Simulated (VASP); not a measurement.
Here is the system:

```
PtSb2
1.0
    6.55038     0.00000     0.00000
    0.00000     6.55038     0.00000
    0.00000     0.00000     6.55038
Sb Pt
8 4
Direct
  0.62519   0.87481   0.12519
  0.12519   0.62519   0.87481
  0.62519   0.62519   0.62519
  0.37481   0.37481   0.37481
  0.87481   0.12519   0.62519
  0.87481   0.37481   0.12519
  0.12519   0.87481   0.37481
  0.37481   0.12519   0.87481
  0.00000   0.50000   0.50000
  0.50000   0.00000   0.50000
  0.00000   0.00000   0.00000
  0.50000   0.50000   0.00000
```

All values below come from PBE GGA, VASP's PBE PAW potentials (set 64) (plane waves; VASP 6.6.1). Numerical set-up: 400 eV cut-off, Gaussian smearing of 0.050 eV, potentials Sb Pt.

Give the energies of bands 33 to 46 at the high-symmetry points, in eV from the Fermi level.

| band | Γ | X | M | R | X1 |
|---|---|---|---|---|---|
| 33 | -3.12 | -2.06 | -1.75 | -1.17 | -2.06 |
| 34 | -2.29 | -2.06 | -1.75 | -1.17 | -2.06 |
| 35 | -2.29 | -1.77 | -1.75 | -1.17 | -1.77 |
| 36 | -2.29 | -1.77 | -1.75 | -1.17 | -1.77 |
| 37 | -1.74 | -1.40 | -0.71 | -0.62 | -1.40 |
| 38 | -0.49 | -1.40 | -0.71 | -0.62 | -1.40 |
| 39 | -0.49 | -0.65 | -0.71 | -0.62 | -0.65 |
| 40 | -0.49 | -0.65 | -0.71 | -0.62 | -0.65 |
| 41 | -0.08 | 0.74 | 1.61 | -0.21 | 0.74 |
| 42 | -0.08 | 0.74 | 1.61 | -0.21 | 0.74 |
| 43 | -0.08 | 1.42 | 1.61 | -0.21 | 1.42 |
| 44 | 0.96 | 1.42 | 1.61 | -0.21 | 1.42 |
| 45 | 3.11 | 2.17 | 1.76 | 2.49 | 2.17 |
| 46 | 3.11 | 2.17 | 1.76 | 2.49 | 2.17 |

It has no gap at this level: it comes out as a metal or semimetal.

Measured: gap 0.11 eV (computed value off by -0.11 eV), as given by Y. Saeed et al., Journal of Applied Physics (2013), arXiv:1402.4256.

The compound is PtSb2 in the pyrite structure. It was relaxed first, which changed the volume by +5 %.
